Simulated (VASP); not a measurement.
Input:

```
CELL_PARAMETERS angstrom
      1.96098     1.13217     6.39809
     -1.96098     1.13217     6.39809
      0.00000    -2.26435     6.39809
ATOMIC_POSITIONS crystal
  Ga 0.99744 0.99744 0.99744
  Ga 0.50254 0.50254 0.50254
  P  0.62514 0.62514 0.62514
  As 0.12489 0.12489 0.12489
```

Level of theory: PBEsol GGA, VASP's PBE PAW potentials (set 64) (plane waves; VASP). Numerical set-up: 400 eV cut-off, Gaussian smearing of 0.050 eV, potentials Ga_d P As.

Q: Give the energies of bands 13 to 21 at the high-symmetry points, in eV from the valence-band maximum.

A: 
```json
[
 {"band": "13", "Γ": "-6.80", "T": "-4.28", "H2": "-6.70", "L": "-6.43", "S0": "-6.70", "F": "-6.97"},
 {"band": "14", "Γ": "-1.32", "T": "-3.99", "H2": "-6.51", "L": "-6.26", "S0": "-6.50", "F": "-6.77"},
 {"band": "15", "Γ": "-1.32", "T": "-1.08", "H2": "-4.06", "L": "-3.45", "S0": "-4.21", "F": "-2.85"},
 {"band": "16", "Γ": "-0.10", "T": "-1.08", "H2": "-3.80", "L": "-3.32", "S0": "-3.71", "F": "-2.81"},
 {"band": "17", "Γ": "0.00", "T": "-0.46", "H2": "-2.35", "L": "-2.39", "S0": "-2.49", "F": "-1.22"},
 {"band": "18", "Γ": "0.00", "T": "-0.46", "H2": "-2.15", "L": "-1.92", "S0": "-2.12", "F": "-1.20"},
 {"band": "19", "Γ": "0.97", "T": "1.40", "H2": "2.36", "L": "1.91", "S0": "2.10", "F": "1.13"},
 {"band": "20", "Γ": "1.21", "T": "1.89", "H2": "2.54", "L": "2.38", "S0": "3.52", "F": "1.32"},
 {"band": "21", "Γ": "3.61", "T": "4.28", "H2": "5.06", "L": "4.66", "S0": "4.19", "F": "1.59"}
]
```

The gap is direct, 0.97 eV, from the valence maximum at Γ to the conduction minimum at Γ.

The structure comes from a computed database's Ga2AsP entry (R3m); how it stands against other phases isn't given here. It was relaxed first.
